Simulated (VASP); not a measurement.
All values below come from SCAN meta-GGA, VASP's PBE PAW potentials (set 64) (plane waves; VASP).

Input for VASP

**POSCAR**
```
PbO
1
    3.9897209458     0.0000000000     0.0000000000
    0.0000000000     3.9897209458     0.0000000000
    0.0000000000    -0.0000000000     5.0319030177
Pb O
2 2
Direct
  0.5000000000   0.0000000000   0.7642971501
  0.0000000000   0.5000000000   0.2357028499
  0.5000000000   0.5000000000   0.0000000000
  0.0000000000   0.0000000000   1.0000000000
```

### KPOINTS
```
Automatic mesh
0
Gamma
5 5 4
0 0 0
```

INCAR:
```
SYSTEM = PbO
PREC = Accurate
ENCUT = 520
EDIFF = 1E-6
NELM = 100
ALGO = Normal
LREAL = .FALSE.
LASPH = .TRUE.
ISMEAR = 0
SIGMA = 0.05
METAGGA = SCAN
LMIXTAU = .TRUE.
LMAXMIX = 4
LWAVE = .FALSE.
LCHARG = .FALSE.
IBRION = 2
ISIF = 3
NSW = 60
EDIFFG = -0.02
```

POTCAR, in this order: Pb_d O (PBE.64 set). Program: vasp_std.

The resulting files:

File OUTCAR:
```
 ion  position               nearest neighbor table
   1  0.500  0.000  0.764-   3 2.32   4 2.32   3 2.32   4 2.32   2 3.69   2 3.69   2 3.69   2 3.69
                             2 3.88   2 3.88   2 3.88   2 3.88
   2  0.000  0.500  0.236-   3 2.32   4 2.32   4 2.32   3 2.32   1 3.69   1 3.69   1 3.69   1 3.69
                             1 3.88   1 3.88   1 3.88   1 3.88
   3  0.500  0.500  0.000-   1 2.32   2 2.32   1 2.32   2 2.32
   4  0.000  0.000  0.000-   1 2.32   2 2.32   2 2.32   1 2.32
  LATTYP: Found a simple tetragonal cell.
 ALAT       =     3.9897209458
 C/A-ratio  =     1.2612167833
 Subroutine PRICEL returns:
 Original cell was already a primitive cell.
 Subroutine GETGRP returns: Found 16 space group operations
The static configuration has the point symmetry D_2d.
 The point group associated with its full space group is D_4h.
The dynamic configuration has the point symmetry D_2d.
 Subroutine INISYM returns: Found 16 space group operations
 Subroutine IBZKPT returns following result:
 Found     18 irreducible k-points:

 Following reciprocal coordinates:
            Coordinates               Weight
  0.000000  0.000000  0.000000      1.000000
  0.200000  0.000000  0.000000      4.000000
  0.400000  0.000000  0.000000      4.000000
  0.200000  0.200000  0.000000      4.000000
  0.400000  0.200000  0.000000      8.000000
  0.400000  0.400000  0.000000      4.000000
  0.000000  0.000000  0.250000      2.000000
  0.200000  0.000000  0.250000      8.000000
  0.400000  0.000000  0.250000      8.000000
  0.200000  0.200000  0.250000      8.000000
  0.400000  0.200000  0.250000     16.000000
  0.400000  0.400000  0.250000      8.000000
  0.000000  0.000000  0.500000      1.000000
  0.200000  0.000000  0.500000      4.000000
  0.400000  0.000000  0.500000      4.000000
  0.200000  0.200000  0.500000      4.000000
  0.400000  0.200000  0.500000      8.000000
  0.400000  0.400000  0.500000      4.000000
...
```

OSZICAR:
```
       N       E                     dE             d eps       ncg     rms          rms(c)
DAV:   1     0.311753780573E+03    0.31175E+03   -0.20516E+04   864   0.200E+03
DAV:   2    -0.123210039775E+03   -0.43496E+03   -0.42761E+03   920   0.502E+02
DAV:   3    -0.182168265357E+03   -0.58958E+02   -0.57674E+02  1184   0.199E+02
DAV:   4    -0.183918649302E+03   -0.17504E+01   -0.17494E+01   944   0.389E+01
DAV:   5    -0.183979005059E+03   -0.60356E-01   -0.60350E-01  1216   0.716E+00    0.111E+01
DAV:   6    -0.170288525632E+03    0.13690E+02   -0.27078E+01  1480   0.736E+01    0.339E+00
DAV:   7    -0.168144446592E+03    0.21441E+01   -0.31973E+00  1016   0.187E+01    0.240E+00
DAV:   8    -0.171644802056E+03   -0.35004E+01   -0.15382E+00  1072   0.127E+01    0.630E-01
DAV:   9    -0.168484270402E+03    0.31605E+01   -0.10554E+00   864   0.107E+01    0.783E-01
DAV:  10    -0.168535782749E+03   -0.51512E-01   -0.20960E-01   912   0.433E+00    0.289E-01
DAV:  11    -0.168542708957E+03   -0.69262E-02   -0.19268E-02  1080   0.143E+00    0.198E-01
DAV:  12    -0.168551117638E+03   -0.84087E-02   -0.65863E-03   944   0.760E-01    0.101E-01
DAV:  13    -0.168559592095E+03   -0.84745E-02   -0.90016E-03   880   0.108E+00    0.678E-02
DAV:  14    -0.168560547061E+03   -0.95497E-03   -0.14740E-03  1056   0.406E-01    0.341E-02
DAV:  15    -0.168560559488E+03   -0.12427E-04   -0.37820E-04  1184   0.217E-01    0.155E-02
DAV:  16    -0.168560716011E+03   -0.15652E-03   -0.48988E-04   928   0.263E-01    0.609E-03
DAV:  17    -0.168560716207E+03   -0.19591E-06   -0.22281E-04   912   0.166E-01    0.388E-03
DAV:  18    -0.168560708538E+03    0.76690E-05   -0.34824E-05   992   0.603E-02    0.176E-03
DAV:  19    -0.168560708433E+03    0.10500E-06   -0.64908E-06   992   0.281E-02
   1 F= -.16856071E+03 E0= -.16856071E+03  d E =-.168561E+03
       N       E                     dE             d eps       ncg     rms          rms(c)
DAV:   1    -0.168578534869E+03   -0.17826E-01   -0.64973E-01  1064   0.127E+01    0.827E-01
DAV:   2    -0.168563484291E+03    0.15051E-01   -0.88088E-02  1176   0.304E+00    0.241E-01
DAV:   3    -0.168560893528E+03    0.25908E-02   -0.73984E-03  1112   0.150E+00    0.938E-02
DAV:   4    -0.168560783049E+03    0.11048E-03   -0.72741E-03   984   0.129E+00    0.372E-02
DAV:   5    -0.168560861437E+03   -0.78388E-04   -0.22696E-03   976   0.542E-01    0.235E-02
DAV:   6    -0.168561005492E+03   -0.14406E-03   -0.11075E-03   872   0.347E-01    0.120E-02
DAV:   7    -0.168560843965E+03    0.16153E-03   -0.73802E-04   864   0.273E-01    0.825E-03
DAV:   8    -0.168560859791E+03   -0.15825E-04   -0.37016E-05  1000   0.678E-02    0.554E-03
DAV:   9    -0.168560871510E+03   -0.11720E-04   -0.85787E-06   928   0.297E-02    0.274E-03
DAV:  10    -0.168560881072E+03   -0.95617E-05   -0.37177E-05   880   0.740E-02    0.123E-03
DAV:  11    -0.168560880934E+03    0.13841E-06   -0.36864E-06   784   0.219E-02
   2 F= -.16856088E+03 E0= -.16856088E+03  d E =-.172501E-03
       N       E                     dE             d eps       ncg     rms          rms(c)
DAV:   1    -0.168564229939E+03   -0.33489E-02   -0.10858E-01  1064   0.516E+00    0.341E-01
DAV:   2    -0.168561561650E+03    0.26683E-02   -0.15105E-02  1200   0.125E+00    0.989E-02
DAV:   3    -0.168561148643E+03    0.41301E-03   -0.12032E-03  1104   0.605E-01    0.385E-02
DAV:   4    -0.168561140054E+03    0.85887E-05   -0.11495E-03  1000   0.521E-01    0.153E-02
DAV:   5    -0.168561168780E+03   -0.28726E-04   -0.32585E-04   976   0.210E-01    0.987E-03
DAV:   6    -0.168561192670E+03   -0.23890E-04   -0.16592E-04   864   0.137E-01    0.482E-03
DAV:   7    -0.168561180369E+03    0.12300E-04   -0.15163E-04   864   0.129E-01    0.354E-03
DAV:   8    -0.168561182805E+03   -0.24351E-05   -0.77123E-06   912   0.272E-02    0.241E-03
DAV:   9    -0.168561181584E+03    0.12210E-05   -0.15448E-06   624   0.130E-02    0.103E-03
DAV:  10    -0.168561181195E+03    0.38861E-06   -0.64720E-06   880   0.312E-02
   3 F= -.16856118E+03 E0= -.16856118E+03  d E =-.472762E-03
       N       E                     dE             d eps       ncg     rms          rms(c)
DAV:   1    -0.168561340209E+03   -0.15863E-03   -0.53830E-03  1072   0.115E+00    0.760E-02
DAV:   2    -0.168561190675E+03    0.14953E-03   -0.74446E-04  1184   0.278E-01    0.221E-02
DAV:   3    -0.168561175445E+03    0.15230E-04   -0.61235E-05  1120   0.136E-01    0.861E-03
DAV:   4    -0.168561176910E+03   -0.14653E-05   -0.58702E-05  1000   0.117E-01    0.339E-03
DAV:   5    -0.168561178785E+03   -0.18742E-05   -0.17535E-05   912   0.486E-02    0.214E-03
DAV:   6    -0.168561180952E+03   -0.21670E-05   -0.92174E-06   880   0.319E-02    0.109E-03
DAV:   7    -0.168561180816E+03    0.13550E-06   -0.68588E-06   880   0.272E-02
   4 F= -.16856118E+03 E0= -.16856118E+03  d E =-.472384E-03
       N       E                     dE             d eps       ncg     rms          rms(c)
DAV:   1    -0.168561528653E+03   -0.34770E-03   -0.19052E-02  1344   0.143E+00    0.930E-02
DAV:   2    -0.168561289554E+03    0.23910E-03   -0.12020E-03   968   0.372E-01    0.316E-02
DAV:   3    -0.168561259537E+03    0.30017E-04   -0.26750E-04   880   0.238E-01    0.130E-02
DAV:   4    -0.168561252809E+03    0.67271E-05   -0.28899E-04   864   0.223E-01    0.574E-03
DAV:   5    -0.168561256124E+03   -0.33144E-05   -0.25497E-04   864   0.183E-01    0.299E-03
DAV:   6    -0.168561239753E+03    0.16371E-04   -0.72008E-05   864   0.913E-02    0.238E-03
DAV:   7    -0.168561239122E+03    0.63070E-06   -0.27621E-05   864   0.515E-02    0.144E-03
DAV:   8    -0.168561235633E+03    0.34893E-05   -0.43988E-06   800   0.229E-02    0.719E-04
DAV:   9    -0.168561236255E+03   -0.62196E-06   -0.38972E-07   568   0.746E-03
   5 F= -.16856124E+03 E0= -.16856124E+03  d E =-.554385E-04
```

**OUTCAR**
```
------------------------ aborting loop because EDIFF is reached ----------------------------------------
  FORCE on cell =-STRESS in cart. coord.  units (eV):
  Direction    XX          YY          ZZ          XY          YZ          ZX
  --------------------------------------------------------------------------------------
  Total       -0.0022595     -0.0022595      0.0481949      0.0000000     -0.0000000      0.0000000
  in kB       -0.0450205     -0.0450205      0.9602835      0.0000000     -0.0000000      0.0000000
  external PRESSURE =       0.2900808 kB  Pullay stress =       0.0000000 kB
  volume of cell :       80.41
      direct lattice vectors                 reciprocal lattice vectors
     3.993761252  0.000000000  0.000000000     0.250390531  0.000000000  0.000000000
     0.000000000  3.993761252 -0.000000000     0.000000000  0.250390531  0.000000000
     0.000000000  0.000000000  5.041359193     0.000000000  0.000000000  0.198359205
 POSITION                                       TOTAL-FORCE (eV/Angst)
 -----------------------------------------------------------------------------------
      1.99688      0.00000      3.85270        -0.000000     -0.000000      0.017830
      0.00000      1.99688      1.18866         0.000000     -0.000000     -0.017830
      1.99688      1.99688     -0.00000         0.000000     -0.000000     -0.000000
      0.00000      0.00000     -0.00000        -0.000000      0.000000     -0.000000
 -----------------------------------------------------------------------------------
    total drift:                                0.000000      0.000000      0.000000
  FREE ENERGIE OF THE ION-ELECTRON SYSTEM (eV)
  ---------------------------------------------------
  free  energy   TOTEN  =      -168.5612362545 eV

  energy  without entropy=     -168.5612362545  energy(sigma->0) =     -168.56123625

 reached required accuracy - stopping structural energy minimisation
```
(Selected blocks of OUTCAR.)

File CONTCAR:
```
PbO
   1.00000000000000
     3.9937612519279497    0.0000000000000000    0.0000000000000000
     0.0000000000000000    3.9937612519279497   -0.0000000000000000
     0.0000000000000000    0.0000000000000000    5.0413591931358992
  Pb              O
     2     2
Direct
     0.5000000000000000    0.0000000000000000    0.7642183060089163
     0.0000000000000000    0.5000000000000000    0.2357816939910838
     0.5000000000000000    0.5000000000000000    0.0000000000000000
     0.0000000000000000    0.0000000000000000    0.0000000000000000
```

The compound is PbO in the litharge structure. This run relaxes it. Symmetry was kept, so distortions that lower it aren't found. The start is the result of an earlier pass.
